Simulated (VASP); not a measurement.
A VASP calculation is set up with these files.

**POSCAR**
```
Na2S
1
    0.0000000000     3.2450859624     3.2450859624
    3.2450859624     0.0000000000     3.2450859624
    3.2450859624     3.2450859624    -0.0000000000
Na S
2 1
Direct
  0.2500000000   0.2500000000   0.2500000000
  0.7422960438   0.7577039562   0.7422960438
  0.0000000000   0.0000000000   0.0000000000
```

KPOINTS:
```
Automatic mesh
0
gamma
 6 6 6
```

**INCAR**
```
LMIXTAU = .TRUE.
ISMEAR = 0
EDIFF = 1E-7   # SCF stop (eV)
LASPH = .TRUE.
ISIF = 2   # forces and stress, cell fixed
LCHARG = .FALSE.
NELM = 100   # most electronic steps
ENCUT = 480
METAGGA = R2SCAN
SIGMA = 0.05
ALGO = Normal   # blocked Davidson
SYSTEM = Na2S
LWAVE = .FALSE.
PREC = Accurate
LREAL = .FALSE.   # projection in real space or not
```

POTCAR, in this order: Na_pv S (PBE.64 set). Program: vasp_std.

Q: Translate this r2SCAN calculation to Ansatz.

A: One equivalent input (not run):
Ansatz 0.2 input:
```yaml
crystal:
  lattice:
    - [0.0000000, 3.2450860, 3.2450860]
    - [3.2450860, 0.0000000, 3.2450860]
    - [3.2450860, 3.2450860, 0.0000000]
  atoms:
    - { symbol: Na, position: [0.2500000, 0.2500000, 0.2500000] }
    - { symbol: Na, position: [0.7422960, 0.7577040, 0.7422960] }
    - { symbol: S, position: [0.0000000, 0.0000000, 0.0000000] }
kpoints:
  mp_grid: { grid: [6, 6, 6] }
hamiltonian:
  xc: r2scan
  pseudopotentials: { kind: paw }
scf:
  occupations: { method: gaussian, width: 0.05 }
  max_iter: 100
output: { forces: true, stress: true, eigenvalues: true }
```
The two are equivalent in intent, not identical: each code has its own PAW files, so the cut-off isn't converted (ENCUT is set for VASP's; basis.ecutwfc is left out, and Ansatz then takes the one that its files recommend); Ansatz stops its SCF on the density residual and VASP on the energy change (EDIFF).

The compound is Na2S in the antifluorite structure. This cell was strained or had an atom moved on purpose.
